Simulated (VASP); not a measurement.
Consider the following.

```xyz
14
Lattice="2.9894 1.7260 3.9424 -2.9894 1.7260 3.9424 0.0000 -3.4519 3.9424" Properties=species:S:1:pos:R:3 pbc="T T T"
B     -1.5941     0.9204     4.2790
B      1.5941    -0.9204     7.5482
B      0.0000    -1.8407     4.2790
B      0.0000     1.8407     7.5482
B      1.5941     0.9204     4.2790
B     -1.5941    -0.9204     7.5482
B     -0.9378     0.5415     1.3885
B      0.9378    -0.5415    10.4387
B      0.0000    -1.0829     1.3885
B      0.0000     1.0829    10.4387
B      0.9378     0.5415     1.3885
B     -0.9378    -0.5415    10.4387
P      0.0000     0.0000     4.7935
P      0.0000     0.0000     7.0336
```

The numbers are results of r2SCAN meta-GGA, VASP's PBE PAW potentials (set 64) (plane waves; VASP), not measurements. Run with LREAL = Auto, 520 eV cut-off, 5×5×5 Γ-centred mesh, tetrahedra with Blöchl corrections, potentials B P.

**Question.** What does the run give for the energy per atom (σ→0), band gap (over mesh and band path) with the smallest direct gap where there is one?

**Answer.** 
```
Item                                                        Value
---------------------------------------------  ------------------
band gap (over mesh and band path)                        2.69 eV
smallest direct gap (over mesh and band path)             2.75 eV
energy per atom (σ→0)                          -762.9 kJ/mol-atom
```

The absolute energy has meaning only against runs of the same code, potentials and settings.

The structure comes from a computed database's B6P entry (R-3m); how it stands against other phases isn't given here. It was relaxed first.
